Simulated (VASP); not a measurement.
# Lattice of Nb3Sn across functionals and dispersion corrections, part 3 of 4

Aim: relax Nb3Sn at several levels and hold each cell against experiment. The start is a cell from a database of measured crystal structures.

VASP 6.6.1, plane waves and PAW; the level of theory is named at each step.

Still holding for the runs below: The k-mesh is coarse for a metal.

So far. Step 4 (Relaxation with PBE): It ends at 18.76 Å³/atom, +1.8 % from the start, with -0.02 GPa left. The conventional cell has a = 5.314 Å. Step 5 (Relaxation with r2SCAN): It ends at 18.62 Å³/atom, +1.1 % from the start, with 0.00 GPa left. The conventional cell has a = 5.301 Å.

## 6. Relaxation with PBE + D3(BJ)

This step: PBE with D3(BJ); plane waves and PAW (Nb_sv, Sn_d) (VASP 6.6.1).

A dispersion term adds the long-range attraction that semilocal functionals lack. D3 with Becke-Johnson damping keeps a finite attraction at short range.

Contents of INCAR:

```
SYSTEM = Nb3Sn
PREC = Accurate
ENCUT = 520
EDIFF = 1E-06
NELM = 100
ISMEAR = -1
SIGMA = 0.05
LREAL = .FALSE.
ALGO = Normal
GGA = PE
IVDW = 12
NBANDS = 65
LASPH = .TRUE.
LORBIT = 11
LWAVE = .FALSE.
LCHARG = .FALSE.
KPAR = 8
IBRION = 2
NSW = 60
ISIF = 3
EDIFFG = -0.01
```

Contents of POSCAR:

```
Nb3Sn
1.0
    5.2821000000      0.0000000000      0.0000000000
    0.0000000000      5.2821000000      0.0000000000
    0.0000000000      0.0000000000      5.2821000000
Nb Sn
6 2
Direct
    0.2500000000      0.0000000000      0.5000000000
    0.5000000000      0.7500000000      0.0000000000
    0.7500000000      0.0000000000      0.5000000000
    0.5000000000      0.2500000000      0.0000000000
    0.0000000000      0.5000000000      0.7500000000
    0.0000000000      0.5000000000      0.2500000000
    0.0000000000      0.0000000000      0.0000000000
    0.5000000000      0.5000000000      0.5000000000
```

Contents of KPOINTS:

```
Automatic mesh
0
Gamma
4 4 4
0 0 0
```

Potentials, in the order of the species: Nb_sv and Sn_d (PBE family, release 64).

Launch:

```
$ mpirun -np 8 vasp_std
```

The program printed:

```text
[... set-up lines as in an earlier step ...]
 entering main loop
       N       E                     dE             d eps       ncg     rms          rms(c)
[... 13 cycles as in an earlier step ...]
   1 F= -.75854573E+02 E0= -.75804998E+02  d E =-.758546E+02
[...]
N       E                     dE             d eps       ncg     rms          rms(c)
DAV:   1    -0.724707933862E+02   -0.20666E+01   -0.86808E+01  1332   0.741E+01    0.109E+01
DAV:   2    -0.706729352063E+02    0.17979E+01   -0.87909E+00  1599   0.233E+01    0.581E+00
DAV:   3    -0.700080676126E+02    0.66487E+00   -0.49618E+00  1936   0.129E+01    0.358E+00
DAV:   4    -0.699893041461E+02    0.18763E-01   -0.55811E-01  1821   0.366E+00    0.144E+00
[...]
DAV:   9    -0.700230851653E+02   -0.24050E-04   -0.10160E-04  1936   0.590E-02    0.147E-02
DAV:  10    -0.700230844726E+02    0.69269E-06   -0.22848E-05  1816   0.220E-02    0.580E-03
DAV:  11    -0.700230843822E+02    0.90484E-07   -0.10622E-06  1024   0.717E-03
   2 F= -.75786408E+02 E0= -.75741195E+02  d E =0.681653E-01
 trial-energy change:    0.068165  1 .order    0.072378   -0.155264    0.300020
 step:   0.3537(harm=  0.3410)  dis= 0.00000  next Energy=   -75.882219 (dE=-0.276E-01)
[...]
N       E                     dE             d eps       ncg     rms          rms(c)
DAV:   1    -0.712889012285E+02   -0.12658E+01   -0.36540E+01  1350   0.501E+01    0.643E+00
DAV:   2    -0.706200735190E+02    0.66883E+00   -0.38365E+00  1645   0.147E+01    0.388E+00
DAV:   3    -0.703236179377E+02    0.29646E+00   -0.22415E+00  1919   0.852E+00    0.208E+00
DAV:   4    -0.703111362658E+02    0.12482E-01   -0.24849E-01  1744   0.234E+00    0.769E-01
[...]
DAV:   9    -0.703242312738E+02    0.19357E-05   -0.56862E-05  2136   0.367E-02    0.144E-02
DAV:  10    -0.703242273218E+02    0.39520E-05   -0.99982E-06  1608   0.148E-02    0.681E-03
DAV:  11    -0.703242279213E+02   -0.59952E-06   -0.57163E-07   928   0.546E-03
   3 F= -.75882726E+02 E0= -.75834746E+02  d E =-.281527E-01
[...]
reached required accuracy - stopping structural energy minimisation
```

Wall time 46 s (8 MPI ranks of Intel Xeon 6975P-C (Granite Rapids), shared host); peak memory 2.6 GiB; 5.3 min of CPU time.

Parts of OUTCAR (step 6):

```text
 Edisp (eV)   -5.76332

 Edisp (eV)   -5.55850

  Total      -0.03239    -0.03239    -0.03239    -0.00000    -0.00000     0.00000
  in kB      -0.35877    -0.35877    -0.35877    -0.00000    -0.00000     0.00000
  external pressure =       -0.36 kB  Pullay stress =        0.00 kB

 POSITION                                       TOTAL-FORCE (eV/Angst)
 -----------------------------------------------------------------------------------
      1.31227     -0.00000      2.62455        -0.000000     -0.000000     -0.000000
      2.62455      3.93682     -0.00000         0.000000     -0.000000      0.000000
      3.93682      0.00000      2.62455         0.000000     -0.000000      0.000000
      2.62455      1.31227     -0.00000        -0.000000      0.000000     -0.000000
     -0.00000      2.62455      3.93682        -0.000000      0.000000     -0.000000
      0.00000      2.62455      1.31227         0.000000      0.000000      0.000000
     -0.00000     -0.00000      0.00000         0.000000     -0.000000     -0.000000
      2.62455      2.62455      2.62455         0.000000     -0.000000     -0.000000
 -----------------------------------------------------------------------------------
    total drift:                                0.000000     -0.000000      0.000000

  FREE ENERGIE OF THE ION-ELECTRON SYSTEM (eV)
  ---------------------------------------------------
  free  energy   TOTEN  =       -75.8827257648 eV

  energy  without entropy=      -75.7867671317  energy(sigma->0) =      -75.83474645

[... 2 parts as in an earlier step ...]

[... 2 further parts left out ...]
[key lines of the parts left out:]
E-fermi :  11.7466
```

Dispersion corrections of this kind ignore metallic screening and tend to overbind metals.

It ends at 18.08 Å³/atom, -1.9 % from the start, with -0.04 GPa left. The conventional cell has a = 5.249 Å. Against plain PBE, the dispersion term moves a by -1.2 %.

## 7. Relaxation with r2SCAN + rVV10

This step: r2SCAN with rVV10; plane waves and PAW (Nb_sv, Sn_d) (VASP 6.6.1).

LUSE_VDW switches on a nonlocal correlation term for dispersion.

INCAR, as its differences from that of step 6:

```diff
@@ -9,6 +9,9 @@
 ALGO = Normal
-GGA = PE
-IVDW = 12
+METAGGA = R2SCAN
+LUSE_VDW = .TRUE.
+IVDW_NL = 2
+BPARAM = 11.95
+CPARAM = 0.0093
+LASPH = .TRUE.
 NBANDS = 65
-LASPH = .TRUE.
 LORBIT = 11
```

POSCAR is that of step 6.

KPOINTS is that of step 6.

Launch:

```
$ mpirun -np 8 vasp_std
```

The program printed:

```text
[banner, memory and clock lines left out]
running    8 mpi-ranks, on    1 nodes
[...]
[... a notice as in an earlier step ...]

|                                                                             |
|               ----> ADVICE to this user running VASP <----                  |
|                                                                             |
|     You have switched on vdW-DFT.                                           |
|     This routine was written and supplied by Jiri Klimes. We recommend      |
|     that you carefully read and cite the following publications:            |
|       J. Klimes, D.R. Bowler, A. Michelides                                 |
|          J. Phys.: Cond Matt. 22 022201 (2010)                              |
|       J. Klimes, D.R. Bowler, A. Michelides                                 |
|          Phys. Rev. B. 83, 195131 (2011)                                    |
|     and references therein.                                                 |
[...]
Total rVV10 correction in eV:      1.8887824   107.7113857
Total rVV10 correction in eV:      1.8887824   107.7113857
Total rVV10 correction in eV:      1.8887824   107.7113857
DAV:  10    -0.198496825380E+03    0.63498E-06   -0.49974E-07   920   0.503E-03
Total rVV10 correction in eV:      1.8887884   107.7113857
Total rVV10 correction in eV:      1.8887884   107.7113857
Total rVV10 correction in eV:      1.8887884   107.7113857
Total rVV10 correction in eV:      1.8887884   107.7113857
Total rVV10 correction in eV:      1.8887884   107.7113857
Total rVV10 correction in eV:      1.8887884   107.7113857
Total rVV10 correction in eV:      1.8887884   107.7113857
Total rVV10 correction in eV:      1.8887884   107.7113857
Total rVV10 correction in eV:      1.8887853   107.7113857
Total rVV10 correction in eV:      1.8887853   107.7113857
Total rVV10 correction in eV:      1.8887853   107.7113857
Total rVV10 correction in eV:      1.8887853   107.7113857
Total rVV10 correction in eV:      1.8887853   107.7113857
Total rVV10 correction in eV:      1.8887853   107.7113857
Total rVV10 correction in eV:      1.8887853   107.7113857
Total rVV10 correction in eV:      1.8887853   107.7113857
   3 F= -.19849683E+03 E0= -.19844710E+03  d E =-.780294E-03
[...]
reached required accuracy - stopping structural energy minimisation
```

Elapsed: 4.3 min, on 8 MPI ranks; peak memory 4.5 GiB.

From OUTCAR (step 7):

```text
  Total        0.0052146      0.0052146      0.0052146      0.0000000      0.0000000     -0.0000000
  in kB        0.0565124      0.0565124      0.0565124      0.0000000      0.0000000     -0.0000000
  external PRESSURE =       0.0565124 kB  Pullay stress =       0.0000000 kB

 POSITION                                       TOTAL-FORCE (eV/Angst)
 -----------------------------------------------------------------------------------
      1.32191     -0.00000      2.64382         0.000000     -0.000000     -0.000000
      2.64382      3.96573     -0.00000        -0.000000     -0.000000      0.000000
      3.96573     -0.00000      2.64382        -0.000000      0.000000      0.000000
      2.64382      1.32191     -0.00000         0.000000      0.000000      0.000000
      0.00000      2.64382      3.96573        -0.000000      0.000000     -0.000000
      0.00000      2.64382      1.32191         0.000000     -0.000000      0.000000
      0.00000      0.00000      0.00000        -0.000000     -0.000000      0.000000
      2.64382      2.64382      2.64382        -0.000000     -0.000000      0.000000
 -----------------------------------------------------------------------------------
    total drift:                               -0.000000     -0.000000      0.000000

  FREE ENERGIE OF THE ION-ELECTRON SYSTEM (eV)
  ---------------------------------------------------
  free  energy   TOTEN  =      -198.4968253803 eV

  energy  without entropy=     -198.3973674093  energy(sigma->0) =     -198.44709639

[... 2 parts as in an earlier step ...]

[... 2 further parts left out ...]
[key lines of the parts left out:]
E-fermi :  11.4088
```

It ends at 18.48 Å³/atom, +0.3 % from the start, with 0.01 GPa left. The conventional cell has a = 5.288 Å. Against plain r2SCAN, the dispersion term moves a by -0.2 %.

## 8. Relaxation with vdW-DF-cx

This step: vdW-DF-cx; plane waves and PAW (Nb_sv, Sn_d) (VASP 6.6.1).

vdW-DF-cx takes its exchange from the same plasmon model as its correlation.

INCAR, as its differences from that of step 7:

```diff
@@ -9,7 +9,5 @@
 ALGO = Normal
-METAGGA = R2SCAN
+GGA = CX
+AGGAC = 0
 LUSE_VDW = .TRUE.
-IVDW_NL = 2
-BPARAM = 11.95
-CPARAM = 0.0093
 LASPH = .TRUE.
```

POSCAR is that of step 7.

KPOINTS is that of step 7.

Launch:

```
$ mpirun -np 8 vasp_std
```

The program printed:

```text
[banner, memory and clock lines left out]
running    8 mpi-ranks, on    1 nodes
[...]
[... a notice as in an earlier step ...]

 [... a notice as in an earlier step ...]

 [... a notice as in an earlier step ...]

 LDA part: xc-table for (Slater+PW92), standard interpolation
 POSCAR, INCAR and KPOINTS ok, starting setup
[...]
entering main loop
       N       E                     dE             d eps       ncg     rms          rms(c)
DAV:   1     0.182867380108E+04    0.18287E+04   -0.51207E+04  1380   0.220E+03
DAV:   2     0.242607891904E+03   -0.15861E+04   -0.15469E+04  1300   0.820E+02
DAV:   3    -0.200293179101E+02   -0.26264E+03   -0.25199E+03  1751   0.277E+02
DAV:   4    -0.507800302542E+02   -0.30751E+02   -0.29884E+02  2008   0.847E+01
[...]
DAV:  11    -0.501235315433E+02    0.33012E-04   -0.45152E-04  1800   0.119E-01    0.252E-02
DAV:  12    -0.501235212997E+02    0.10244E-04   -0.54363E-05  2136   0.415E-02    0.476E-03
DAV:  13    -0.501235211003E+02    0.19940E-06   -0.43327E-06  1376   0.115E-02
[...]
DAV:  10    -0.500955133610E+02    0.68721E-06   -0.12254E-05  1528   0.163E-02    0.423E-03
DAV:  11    -0.500955134454E+02   -0.84432E-07   -0.77134E-07   904   0.705E-03
   2 F= -.50095513E+02 E0= -.50048943E+02  d E =0.280077E-01
 trial-energy change:    0.028008  1 .order    0.028965   -0.063165    0.121096
 step:   0.3499(harm=  0.3428)  dis= 0.00000  next Energy=   -50.134613 (dE=-0.111E-01)
[...]
N       E                     dE             d eps       ncg     rms          rms(c)
DAV:   1    -0.505405453072E+02   -0.44503E+00   -0.15002E+01  1350   0.318E+01    0.419E+00
DAV:   2    -0.502541157076E+02    0.28643E+00   -0.15774E+00  1645   0.946E+00    0.246E+00
DAV:   3    -0.501342415906E+02    0.11987E+00   -0.91019E-01  1911   0.544E+00    0.135E+00
DAV:   4    -0.501293059758E+02    0.49356E-02   -0.10331E-01  1763   0.151E+00    0.499E-01
[...]
DAV:   9    -0.501347084364E+02    0.58992E-06   -0.24161E-05  1927   0.239E-02    0.862E-03
DAV:  10    -0.501347068520E+02    0.15844E-05   -0.45645E-06  1375   0.103E-02    0.375E-03
DAV:  11    -0.501347069977E+02   -0.14567E-06   -0.45321E-07   920   0.513E-03
   3 F= -.50134707E+02 E0= -.50086362E+02  d E =-.111859E-01
[...]
reached required accuracy - stopping structural energy minimisation
```

The job ended after 3.1 min (8 MPI ranks; peak memory 5.2 GiB; 23 min of CPU time).

From OUTCAR (step 8):

```text
  Total       -0.0149973     -0.0149973     -0.0149973     -0.0000000     -0.0000000     -0.0000000
  in kB       -0.1649872     -0.1649872     -0.1649872     -0.0000000     -0.0000000     -0.0000000
  external PRESSURE =      -0.1649872 kB  Pullay stress =       0.0000000 kB

 POSITION                                       TOTAL-FORCE (eV/Angst)
 -----------------------------------------------------------------------------------
      1.31532     -0.00000      2.63064        -0.000000      0.000000      0.000000
      2.63064      3.94596     -0.00000         0.000000      0.000000      0.000000
      3.94596     -0.00000      2.63064         0.000000     -0.000000     -0.000000
      2.63064      1.31532     -0.00000        -0.000000     -0.000000      0.000000
     -0.00000      2.63064      3.94596         0.000000      0.000000      0.000000
      0.00000      2.63064      1.31532         0.000000      0.000000     -0.000000
      0.00000      0.00000      0.00000        -0.000000      0.000000      0.000000
      2.63064      2.63064      2.63064        -0.000000      0.000000      0.000000
 -----------------------------------------------------------------------------------
    total drift:                                0.000000     -0.000000      0.000000

  FREE ENERGIE OF THE ION-ELECTRON SYSTEM (eV)
  ---------------------------------------------------
  free  energy   TOTEN  =       -50.1347069977 eV

  energy  without entropy=      -50.0380179372  energy(sigma->0) =      -50.08636247

[... 2 parts as in an earlier step ...]

[... 2 further parts left out ...]
[key lines of the parts left out:]
E-fermi :  11.5303
```

It ends at 18.20 Å³/atom, -1.2 % from the start, with -0.02 GPa left. The conventional cell has a = 5.261 Å.

(Part 3 of 4 ends here.)

[Lines on the potential files, build, host, timing and source positions are cut from VASP's logs without a mark.]

[Logs are printed without paths, hosts, clocks, repeated set-up lines and the standing remarks that a program may print on its own settings, such as how far it seeks lower states.]

[Hosts, paths, dates, database ids (printed as entryN), source tags and the programs' standing remarks are cut or masked in the printed files.]

[A measured line is paired with the nearest computed mode of its activity, which favours agreement.]
